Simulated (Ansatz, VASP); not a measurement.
## Cross-check of C (Diamond) between VASP and Ansatz

One calculation is typed for both programs; each brings its own data sets. How far apart do they land? The cell is taken from a series of runs on this material, whose earlier steps may have relaxed, scaled, displaced or heated it; both programs get it as it stands.

Program: Ansatz 0.2.0. Level of theory: plane waves, with VASP 6.6.1 beside it; relaxation of cell and atoms at LDA and zone-centre phonons at LDA. Results are calculated unless marked as measured.

## (1) The structure

The structure is cubic, space group Fd-3m (No. 227). The conventional cell has a = 3.538 Å, b = 3.538 Å, c = 3.538 Å, α = 90.00°, β = 90.00°, γ = 90.00°. C has 4 C at 1.53 Å nearest.

As a file:

```cif
data_structure
_symmetry_space_group_name_H-M 'Fd-3m:1'
_symmetry_Int_Tables_number 227
_cell_length_a 3.5382
_cell_length_b 3.5382
_cell_length_c 3.5382
_cell_angle_alpha 90.000
_cell_angle_beta 90.000
_cell_angle_gamma 90.000
_cell_volume 44.29
loop_
_atom_site_label
_atom_site_type_symbol
_atom_site_symmetry_multiplicity
_atom_site_Wyckoff_symbol
_atom_site_fract_x
_atom_site_fract_y
_atom_site_fract_z
_atom_site_occupancy
C1 C 8 b 0.00000 0.00000 0.50000 1
```

## (2) Ansatz: relaxation of cell and atoms, LDA

Ansatz runs on norm-conserving files, of PseudoDojo where its log says so.

The relaxed volume is the usual yardstick between codes: in a stiff, nearly cubic crystal its relative difference is about their pressure difference at one cell divided by the bulk modulus.

Contents of input.yaml:

```yaml
crystal:
  lattice:
    - [0.0, 1.7690929061, 1.7690929061]
    - [1.7690929061, 0.0, 1.7690929061]
    - [1.7690929061, 1.7690929061, 0.0]
  atoms:
    - { symbol: C, position: [0.0, 0.0, 0.0] }
    - { symbol: C, position: [0.25, 0.25, 0.25] }
kpoints:
  mp_grid: { grid: [10, 10, 10] }
hamiltonian:
  xc: lda
  pseudopotentials: { kind: nc, accuracy: standard }
scf:
  occupations: { method: gaussian, width: 0.02 }
output:
  forces: true
  stress: true
  eigenvalues: true
basis:
  ecutwfc: 1006.821
relax:
  adjacent_minimum: "off"
  f_tol: 0.003
  max_steps: 80
  cell: { stress_tol: 0.03 }
```

Command:

```sh
$ ansatz run input.yaml --threads 2 --pin off --max-ram 4096MiB --backend cpu --events-out ev --progress --plain --runs-dir out
```

Numbers of over 12 decimals in the logs are rounded to 6 here.

The log of the run:

```text
Warning: basis.ecutwfc = 1006.821 eV is below the records' recommended 1115.666836 eV, and the density's cutoff is lower with it unless basis.ecutrho_ratio is high enough to keep the records' density cutoff: compare with a run at a higher cutoff
Engine: ansatz 0.2.0, aarch64-unknown-linux-gnu
Pseudopotentials: kind: nc
Pseudopotential: C, nc, valence charge 4, recommended cutoff 1115.666836 eV (normal), C.nc.azcp (PseudoDojo's, or run here from an input of PseudoDojo's; its table is named by hamiltonian.pseudopotentials.accuracy)
Functional definition: SPW92
  exchange = slater_x
  correlation = pw_c
Crystal: 2 atoms, lattice volume = 11.073 Å³
Basis set: ecut = 1006.821 eV, 821 PW (Γ)
Bands: 8, of which v1, the nominal top of the filled ones, is band 4 counted from 1 (3 counted from 0)
Symmetry: 48 space group operations
Space group: Fd-3m (ITA 227), of the structure as read, at distance tolerance 2.2e-5 Å
k-points: 47 of 1000
Non-local potential: C, projectors of the file, l = 0: 2, l = 1: 2
Initial density: superposition of atomic densities (chi_scale 0.1, normalization cell)
Initial wavefunctions: pseudopotential atomic-orbital guess
Functional: x = slater, c = lda
SCF iter   1: F=—  HF=-329.088347 eV  |F-HF|=—  |Δ(HF+E_count)|=         —  Δρ=1.50e-1  dr2=1.78e0  ethr=3.10e-3  ⟨swp⟩=5.5  Hψ=2852  notcnv=0
preconditioner: auto → none  [insulator: Δε(μ)=5.097 eV  Ē_g=19.939 eV  σ=0.020 eV  W_gap=1.00  n_scr=0 (ndim 8)  ℏωp=31.6 eV  f_vac=0.000  D(μ)=0.00/eV (n_scr^D=0)  ε∞_Penn≈3.5]
SCF iter   2: F=—  HF=-328.372513 eV  |F-HF|=—  |Δ(HF+E_count)|=   7.16e-1  Δρ=5.61e-2  dr2=2.23e-1  ethr=3.10e-3  ⟨swp⟩=2.6  Hψ=1099  notcnv=0
SCF iter   3: F=—  HF=-328.283005 eV  |F-HF|=—  |Δ(HF+E_count)|=   8.95e-2  Δρ=6.02e-3  dr2=1.15e-3  ethr=2.79e-3  ⟨swp⟩=3.7  Hψ=830  notcnv=0
SCF iter   4: F=—  HF=-328.282825 eV  |F-HF|=—  |Δ(HF+E_count)|=   1.80e-4  Δρ=1.44e-4  dr2=6.25e-7  ethr=1.44e-5  ⟨swp⟩=2.0  Hψ=573  notcnv=0
SCF iter   5: F=—  HF=-328.282829 eV  |F-HF|=—  |Δ(HF+E_count)|=   4.42e-6  Δρ=6.10e-5  dr2=8.56e-8  ethr=1.25e-9  ⟨swp⟩=6.7  Hψ=2103  notcnv=0
SCF iter   6: F=-328.282829 eV  HF=-328.282829 eV  |F-HF|=2.31e-9  |Δ(HF+E_count)|=   5.57e-9  Δρ=1.96e-5  dr2=9.98e-9  ethr=1.07e-9  ⟨swp⟩=3.0  Hψ=1300  notcnv=0
SCF 1 converged in 6 iterations: F = -328.282829 eV  dr2 = 9.98e-9
relax step   1: F+E_penalty+E_count = -328.28282938 eV  Δ(F+E_penalty+E_count) = +0.000e0 eV  max|allowed force component| = 3.585e-17 eV/Å  Δτ_max = 0.0000 Å  P = -0.027 GPa  Ω = 11.073 Å³  (6 SCF iters, dr2 threshold 1.00e-7 eV, accepted)
Initial density: handed on by an earlier stage of this run
Initial wavefunctions: pseudopotential atomic-orbital guess (no wavefunctions were taken with the density)
iter 1 solved again at ethr=5.11e-8 eV; its pass at ethr=3.10e-3 eV (dr2=4.09e-6 eV) is discarded
SCF iter   1: F=—  HF=-328.282829 eV  |F-HF|=—  |Δ(HF+E_count)|=         —  Δρ=1.92e-5  dr2=9.53e-9  ethr=5.11e-8  ⟨swp⟩=3.3  Hψ=4053  notcnv=0
preconditioner: auto → none  [insulator: Δε(μ)=4.235 eV  Ē_g=19.895 eV  σ=0.020 eV  W_gap=1.00  n_scr=0 (ndim 8)  ℏωp=31.6 eV  f_vac=0.000  D(μ)=0.00/eV (n_scr^D=0)  ε∞_Penn≈3.5]
SCF iter   2: F=—  HF=-328.282829 eV  |F-HF|=—  |Δ(HF+E_count)|=   1.34e-7  Δρ=9.72e-6  dr2=2.43e-9  ethr=1.19e-10  ⟨swp⟩=2.0  Hψ=460  notcnv=0
SCF iter   3: F=—  HF=-328.282829 eV  |F-HF|=—  |Δ(HF+E_count)|=  5.00e-10  Δρ=4.17e-7  dr2=8.65e-12  ethr=3.03e-11  ⟨swp⟩=1.0  Hψ=376  notcnv=0
SCF iter   4: F=-328.282829 eV  HF=-328.282829 eV  |F-HF|=3.98e-13  |Δ(HF+E_count)|=  2.10e-12  Δρ=1.60e-7  dr2=9.91e-13  ethr=1.00e-12  ⟨swp⟩=5.8  Hψ=1397  notcnv=0
SCF 2 converged in 4 iterations: F = -328.282829 eV  dr2 = 9.91e-13
relax step   2: F+E_penalty+E_count = -328.28282938 eV  Δ(F+E_penalty+E_count) = -1.244e-10 eV  max|allowed force component| = 1.850e-17 eV/Å  Δτ_max = 0.0000 Å  P = -0.027 GPa  Ω = 11.073 Å³  stress off target by 2.68e-2 GPa  SCF on the basis re-selected at this cell (its energy is not comparable with the rows above)  (4 SCF iters)
basis re-selected at this cell: Δ(F+E_penalty+E_count) = -1.244e-10 eV, ΔP = +0.000 GPa vs the last step (what re-selecting the basis moved, of the pressure what is left beyond the Pulay correction that the steps carried, after the strain that the cell walked since its last selection, with what the two solves' SCF thresholds leave and, on support functions, any second-order correction that the steps lacked; it is no  [...]
SCF converged after 4 iterations
Free energy (F): -328.282829 eV
Harris-Foulkes:  -328.282829 eV  (|F-HF|=3.98e-13)
Internal energy: -328.282829 eV  (E = F + TS)
E sigma→0 (E₀):  -328.282829 eV
Fermi energy:    15.688318 eV
--- Per-component energies (eV) ---
  E_band       = 35.966545
  E_kinetic    = 234.097306
  E_local      = -100.681268  (includes V_loc(G=0)·N_el)
  E_nonlocal   = -18.167972
  E_hartree    = 25.708043
  E_xc         = -118.469425
  E_vxc        = -130.697613  (∫ρ·V_xc dr)
  E_ewald      = -350.769513
  E_smearing   = -0.000000  (= −TS)
  E_closure    = 0.000000  (closes the sum)
  Σ components = -328.282829   (vs F -328.282829, Δ=0.00e0)
--- Forces (eV/Å), atoms counted from 1 ---
  atom   1  C     -0.00000000    -0.00000000    -0.00000000
  atom   2  C     -0.00000000     0.00000000    -0.00000000
  max |Σ_I F_I| component: 1.85e-16 eV/Å
--- Stress (GPa, compression-positive) ---
       -0.026819       0.000000       0.000000
       -0.000000      -0.026819       0.000000
        0.000000       0.000000      -0.026819
  P = ⅓ Tr σ = -0.0268 GPa (-0.268 kbar)
--- Band table (eV; the first three rows and the last of 47) ---
  k-point 0: bands = ["-8.1058", "13.5707", "13.5707", "13.5707", "19.1971", "19.1971", "19.1971", "27.6379"]
  k-point 1: bands = ["-7.8249", "11.8757", "13.1097", "13.1097", "19.7982", "19.7982", "20.1915", "27.8008"]
  k-point 2: bands = ["-6.9866", "8.6348", "12.2102", "12.2102", "20.9487", "20.9487", "21.5294", "28.2467"]
  k-point 46: bands = ["1.5176", "1.5176", "5.1942", "5.1942", "23.0141", "23.0141", "27.3175", "27.3175"]
--- Relaxed structure (1 steps of the walk, 1 accepted, 1 SCFs on fresh bases) ---
  F+E_penalty+E_count = -328.28282938 eV   max|allowed force component| = 1.850e-17 eV/Å   (the final SCF, on the basis selected at the relaxed cell)
  cell:  # Å, volume = 11.0734 Å³
    - [0.0, 1.7690929061, 1.7690929061]
    - [1.7690929061, 0.0, 1.7690929061]
    - [1.7690929061, 1.7690929061, 0.0]
  atoms:
    - { symbol: C, position: [0.0, 0.0, 0.0] }
    - { symbol: C, position: [0.250000, 0.250000, 0.250000] }
```

In the SCF lines HF is the Harris–Foulkes energy and dr2 the Hartree energy of the density residual, in eV; the loop may stop once dr2 is under the threshold and the program's other checks hold. Hψ counts applications of the Hamiltonian.

## (3) VASP: relaxation of cell and atoms, LDA

The same cell, functional (in two slightly different forms), mesh and smearing now go to VASP, with its own data sets.

Lines of VASP's logs that name or quote its potential files are left out, and so is its time.

Contents of INCAR:

```
SYSTEM = C
PREC = Accurate
ENCUT = 600
EDIFF = 1E-07
NELM = 120
ISMEAR = 0
SIGMA = 0.02
LREAL = .FALSE.
ALGO = Normal
GGA = CA
NBANDS = 10
LORBIT = 11
LWAVE = .FALSE.
LCHARG = .FALSE.
ISIF = 3
IBRION = 2
NSW = 80
EDIFFG = -0.005
LASPH = .TRUE.
GGA_COMPAT = .FALSE.
NELMIN = 4
EFERMI = MIDGAP
```

Contents of POSCAR:

```
C
1.0
    0.0000000000      1.7690930000      1.7690930000
    1.7690930000      0.0000000000      1.7690930000
    1.7690930000      1.7690930000      0.0000000000
C
2
Direct
    0.0000000000      0.0000000000      0.0000000000
    0.2499998587      0.2499998587      0.2499998587
```

Contents of KPOINTS:

```
Automatic mesh
0
Gamma
10 10 10
0 0 0
```

PAW data sets: C (LDA family, release 64).

Command:

```sh
$ mpirun -np 1 vasp_std
```

The log of the run:

```text
[banner, memory and clock lines left out]
running    1 mpi-ranks, on    1 nodes
 distrk:  each k-point on    1 cores,    1 groups
 distr:  one band on    1 cores,    1 groups

 POSCAR found type information on POSCAR C
 POSCAR found :  1 types and       2 ions
 LDA part: xc-table for (Slater(with rela. corr.)+CA(PZ))
 , standard interpolation
 POSCAR, INCAR and KPOINTS ok, starting setup
 FFT: planning ... GRIDC
 FFT: planning ... GRID_SOFT
 FFT: planning ... GRID
 WAVECAR not read
 entering main loop
       N       E                     dE             d eps       ncg     rms          rms(c)
DAV:   1     0.500983141451E+00    0.50098E+00   -0.54749E+03   956   0.885E+02
DAV:   2    -0.207191461348E+02   -0.21220E+02   -0.20442E+02  1318   0.133E+02
DAV:   3    -0.211055262293E+02   -0.38638E+00   -0.38509E+00  1132   0.150E+01
DAV:   4    -0.211064107302E+02   -0.88450E-03   -0.88445E-03  1046   0.834E-01
DAV:   5    -0.211064117697E+02   -0.10395E-05   -0.10395E-05  1070   0.289E-02    0.584E+00
DAV:   6    -0.204728264668E+02    0.63359E+00   -0.36362E-01   976   0.446E+00    0.338E+00
DAV:   7    -0.202522483379E+02    0.22058E+00   -0.42703E-01  1004   0.484E+00    0.742E-01
DAV:   8    -0.202520461558E+02    0.20218E-03   -0.89458E-03  1000   0.857E-01    0.267E-02
DAV:   9    -0.202520338022E+02    0.12354E-04   -0.33998E-05  1042   0.497E-02    0.195E-02
DAV:  10    -0.202520352062E+02   -0.14040E-05   -0.18173E-06  1040   0.122E-02    0.445E-03
DAV:  11    -0.202520351380E+02    0.68244E-07   -0.58318E-08   778   0.202E-03
   1 F= -.20252035E+02 E0= -.20252035E+02  d E =-.202520E+02
 curvature:   0.00 expect dE= 0.000E+00 dE for cont linesearch  0.000E+00
 trial: gam= 0.00000 g(F)=  0.252E-41 g(S)=  0.101E-02 ort = 0.000E+00 (trialstep = 0.100E+01)
 search vector abs. value=  0.101E-02
 bond charge predicted
       N       E                     dE             d eps       ncg     rms          rms(c)
DAV:   1    -0.202522341153E+02   -0.19891E-03   -0.20261E-02   992   0.124E+00    0.130E-01
DAV:   2    -0.202519738266E+02    0.26029E-03   -0.27816E-04  1006   0.143E-01    0.719E-02
DAV:   3    -0.202518733401E+02    0.10049E-03   -0.17638E-04   976   0.963E-02    0.869E-03
DAV:   4    -0.202518730842E+02    0.25593E-06   -0.23608E-06  1012   0.150E-02    0.683E-03
DAV:   5    -0.202518726979E+02    0.38630E-06   -0.10146E-07   936   0.333E-03    0.771E-04
DAV:   6    -0.202518727057E+02   -0.78321E-08   -0.19732E-09   480   0.502E-04
   2 F= -.20251873E+02 E0= -.20251873E+02  d E =0.162432E-03
 trial-energy change:    0.000162  1 .order    0.000164   -0.001012    0.001339
 step:   0.4304(harm=  0.4304)  dis= 0.00000  next Energy=   -20.252253 (dE=-0.218E-03)
 bond charge predicted
       N       E                     dE             d eps       ncg     rms          rms(c)
DAV:   1    -0.202523707514E+02   -0.49805E-03   -0.65594E-03   992   0.706E-01    0.739E-02
DAV:   2    -0.202522873257E+02    0.83426E-04   -0.89662E-05  1006   0.811E-02    0.409E-02
DAV:   3    -0.202522540294E+02    0.33296E-04   -0.57125E-05   976   0.547E-02    0.489E-03
DAV:   4    -0.202522538738E+02    0.15561E-06   -0.77248E-07  1000   0.855E-03    0.385E-03
DAV:   5    -0.202522536925E+02    0.18127E-06   -0.32266E-08   498   0.190E-03    0.422E-04
DAV:   6    -0.202522536845E+02    0.80514E-08   -0.18134E-09   470   0.486E-04
   3 F= -.20252254E+02 E0= -.20252254E+02  d E =-.218546E-03
 curvature:  -0.22 expect dE=-0.312E-08 dE for cont linesearch -0.312E-08
 trial: gam=-0.00377 g(F)=  0.170E-40 g(S)=  0.145E-07 ort = 0.383E-05 (trialstep = 0.886E+00)
 search vector abs. value=  0.100E-09
 reached required accuracy - stopping structural energy minimisation
```

OUTCAR, selected parts (step 3):

```text
ion  position               nearest neighbor table
   1  0.000  0.000  0.000-   2 1.53   2 1.53   2 1.53   2 1.53
   2  0.250  0.250  0.250-   1 1.53   1 1.53   1 1.53   1 1.53

  LATTYP: Found a face centered cubic cell.
 ALAT       =     3.5381860000

 Subroutine GETGRP returns: Found 48 space group operations
 (whereof 24 operations were pure point group operations)

The static configuration has the point symmetry T_d .
 The point group associated with its full space group is O_h .

 Found     47 irreducible k-points:

   k-points           NKPTS =     47   k-points in BZ     NKDIM =     47   number of bands    NBANDS=     10

   dimension x,y,z NGX =    20 NGY =   20 NGZ =   20
   dimension x,y,z NGXF=    40 NGYF=   40 NGZF=   40

   ENCUT  =  600.0 eV  44.10 Ry    6.64 a.u.   5.00  5.00  5.00*2*pi/ulx,y,z

   NELECT =       8.0000    total number of electrons

 k-points in reciprocal lattice and weights: Automatic mesh
   0.00000000  0.00000000  0.00000000       0.001
   0.10000000  0.00000000  0.00000000       0.008
   0.20000000  0.00000000  0.00000000       0.008
   0.30000000  0.00000000  0.00000000       0.008
   0.40000000  0.00000000  0.00000000       0.008
   0.50000000  0.00000000  0.00000000       0.004
   0.10000000  0.10000000  0.00000000       0.006
   0.20000000  0.10000000  0.00000000       0.024
   0.30000000  0.10000000  0.00000000       0.024
[...]
-0.30000000  0.40000000  0.20000000       0.024
  -0.30000000  0.50000000  0.20000000       0.012

 average (electrostatic) potential at core
       1 -49.1011       2 -49.1011

 E-fermi :  12.2328

 k-point     1 :       0.0000    0.0000    0.0000
  band No.  band energies     occupation
      1     -11.5588      2.00000
      2      10.1329      2.00000
      3      10.1329      2.00000
      4      10.1329      2.00000
      5      15.7541      0.00000
      6      15.7541      0.00000
      7      15.7541      0.00000
      8      24.3290      0.00000
      9      29.5059      0.00000
    ...

 k-point     2 :       0.1000    0.0000    0.0000
  band No.  band energies     occupation
      1     -11.2773      2.00000
      2       8.4390      2.00000
      3       9.6738      2.00000
      4       9.6738      2.00000
      5      16.3551      0.00000
      6      16.3551      0.00000
      7      16.7494      0.00000
      8      24.4858      0.00000
      9      29.9388      0.00000
    ...

 k-point     3 :       0.2000    0.0000    0.0000
  band No.  band energies     occupation
      1     -10.4366      2.00000
      2       5.1986      2.00000
      3       8.7770      2.00000
      4       8.7770      2.00000
      5      17.5055      0.00000
      6      17.5055      0.00000
      7      18.0945      0.00000
      8      24.9117      0.00000
      9      30.6883      0.00000
    ...

  Total       -0.0004477     -0.0004477     -0.0004477     -0.0000000      0.0000000      0.0000000
  in kB       -0.0650216     -0.0650216     -0.0650216     -0.0000000      0.0000000      0.0000000
  external PRESSURE =      -0.0650216 kB  Pullay stress =       0.0000000 kB

  energy-cutoff  :      600.00
  volume of cell :       11.03
      direct lattice vectors                 reciprocal lattice vectors
    -0.000000000  1.766921254  1.766921254    -0.282978089  0.282978089  0.282978089
     1.766921254 -0.000000000  1.766921254     0.282978089 -0.282978089  0.282978089
     1.766921254  1.766921254 -0.000000000     0.282978089  0.282978089 -0.282978089

 POSITION                                       TOTAL-FORCE (eV/Angst)
 -----------------------------------------------------------------------------------
      0.00000      0.00000      0.00000         0.000000      0.000000      0.000000
      0.88346      0.88346      0.88346        -0.000000     -0.000000     -0.000000
 -----------------------------------------------------------------------------------
    total drift:                                0.000120      0.000120      0.000120

  FREE ENERGIE OF THE ION-ELECTRON SYSTEM (eV)
  ---------------------------------------------------
  free  energy   TOTEN  =       -20.2522536845 eV

  energy  without entropy=      -20.2522536845  energy(sigma->0) =      -20.25225368

 reached required accuracy - stopping structural energy minimisation

 total charge
# of ion       s       p       d       tot
------------------------------------------
    1        0.822   1.784   0.000   2.605
    2        0.822   1.784   0.000   2.605
--------------------------------------------------
tot          1.643   3.567   0.000   5.211

[... 3 further parts left out ...]
```

CONTCAR:

```
C
   1.00000000000000
    -0.0000000000000000    1.7669212541951869    1.7669212541951869
     1.7669212541951869   -0.0000000000000000    1.7669212541951869
     1.7669212541951869    1.7669212541951869   -0.0000000000000000
  C
     2
Direct
     0.0000000000000000    0.0000000000000000    0.0000000000000000
     0.2499998587000007    0.2499998587000007    0.2499998587000007
```

## (4) Comparison

Known differences besides the potentials themselves: the two LDA forms differ slightly; the cutoff is 1006.82 eV in Ansatz and 600 eV in VASP; VASP's log shows a relativistic correction to its local exchange, Ansatz's none; Ansatz adds a Pulay correction to the stress that steers its cell, VASP none; Ansatz's log warns that its cutoff lies below the recommended one. Total energies have different zeros and are not compared.

The two programs side by side:

```tsv
quantity	Ansatz	VASP	difference
volume (Å³)	11.07	11.03	+0.37 %
edge a after relaxation, in the typed setting (Å)	2.502	2.499	+0.12 %
```

[end of part 1 of 2]

[Lines on the potential files, build, host, timing and source positions are cut from VASP's logs without a mark.]

[Logs are printed without paths, hosts, clocks, repeated set-up lines and the standing remarks that a program may print on its own settings, such as how far it seeks lower states.]

[Hosts, paths, dates, database ids (printed as entryN), source tags and the programs' standing remarks are cut or masked in the printed files.]
